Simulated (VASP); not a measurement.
Here is the system:

```
RbBr
1.0
    4.89515     0.00000     0.00000
    0.00000     6.92279     0.00000
    0.00000     0.00000    24.86168
Rb Br
4 4
Direct
  0.00000   0.00000   0.35233
  0.50000   0.50000   0.45078
  0.00000   0.00000   0.54922
  0.50000   0.50000   0.64767
  0.50000   0.00000   0.45078
  0.00000   0.50000   0.35233
  0.50000   0.00000   0.64767
  0.00000   0.50000   0.54922
```

Computed with r2SCAN meta-GGA, VASP's PBE PAW potentials (set 64) (plane waves; VASP). Numerical set-up: PREC = Normal, EDIFF = 1E-5, 400 eV cut-off, 4×3×1 Γ-centred mesh, Gaussian smearing of 0.050 eV, potentials Rb_sv Br.

Task: The ions are relaxed. Give the cell that the relaxation ends in.

Result: 
```
RbBr
1.0
    4.89515     0.00000     0.00000
    0.00000     6.92279     0.00000
    0.00000     0.00000    24.86168
Rb Br
4 4
Direct
  0.00000   0.00000   0.35527
  0.50000   0.50000   0.44777
  0.00000   0.00000   0.55223
  0.50000   0.50000   0.64473
  0.50000   0.00000   0.44859
  0.00000   0.50000   0.35379
  0.50000   0.00000   0.64621
  0.00000   0.50000   0.55141
```

Task: How much energy does the relaxation gain?

Result: The energy (σ→0) changes by -6.6 meV/atom, in 7 ionic steps.

```
step  E(σ→0) (eV)  max force (eV/Å)  pressure (GPa)  volume (Å³)
----  -----------  ----------------  --------------  -----------
1       -123.6124             0.149           -0.02       842.51
2       -123.6389             0.135           -0.18       842.51
3       -123.6530             0.092           -0.17       842.51
4       -123.6632             0.049           -0.12       842.51
5       -123.6633             0.040           -0.12       842.51
6       -123.6641             0.031           -0.12       842.51
7       -123.6649             0.028           -0.10       842.51
```

The cell is a thin slab with vacuum, built from RbBr (rock salt): (110) face.
